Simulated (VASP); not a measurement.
Here is the system:

```
CaF2
1.0
    0.00000     2.79568     2.79568
    2.79568     0.00000     2.79568
    2.79568     2.79568     0.00000
Ca F
1 2
Direct
  0.00000   0.00000   0.00000
  0.25000   0.25000   0.25000
  0.75000   0.75000   0.75000
```

Method: revPBE GGA, VASP's PBE PAW potentials (set 64) (plane waves; VASP). Run with 520 eV cut-off, Gaussian smearing of 0.050 eV, potentials Ca_sv F.

Task: What does the run give for the band gap (along the path) with the smallest direct gap where there is one?

Result: 
The band gap (along the path) comes out as 7.15 eV and the smallest direct gap (along the path) is 7.39 eV.

Total energies compare only between runs with the same potentials, cut-off and functional.

The compound is CaF2 in the fluorite structure. It was relaxed first, which changed the volume by +7 %.
